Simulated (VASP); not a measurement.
```yaml
crystal:
  lattice:
    - [-2.99930, 2.82960, 1.55230]
    - [2.99930, -2.82960, 1.55230]
    - [2.99930, 2.82960, -1.55230]
  atoms:
    - { symbol: Sn, position: [0.25000, 0.75000, 0.50000] }
    - { symbol: Sn, position: [0.00000, 0.00929, 0.00929] }
```

The numbers are results of PBE GGA, VASP's PBE PAW potentials (set 64) (plane waves; VASP), not measurements. Run with 520 eV cut-off, 12×12×12 Γ-centred mesh, first-order Methfessel-Paxton smearing of 0.10 eV, potentials Sn_d.

Unless said otherwise, spin-orbit coupling is left out, though it shifts the bands of the heavy elements here.

### Question
What does the run give for the energy per atom (σ→0), pressure, largest force, band gap (on the k-mesh) with the smallest direct gap where there is one?

### Answer

| Property | Result |
|---|---|
| band gap (on the k-mesh) | none (metal, semimetal or under 0.01 eV) |
| energy per atom (σ→0) | -362.9 kJ/mol of atoms |
| pressure | 4.53 GPa |
| largest force | 0.214 eV/Å |

Total energies compare only between runs with the same potentials, cut-off and functional.

The compound is Sn in the beta structure. The cell was not relaxed at this level. The run is one of a series of settings (ENCUT = 520 against the base run), some of them coarse on purpose.
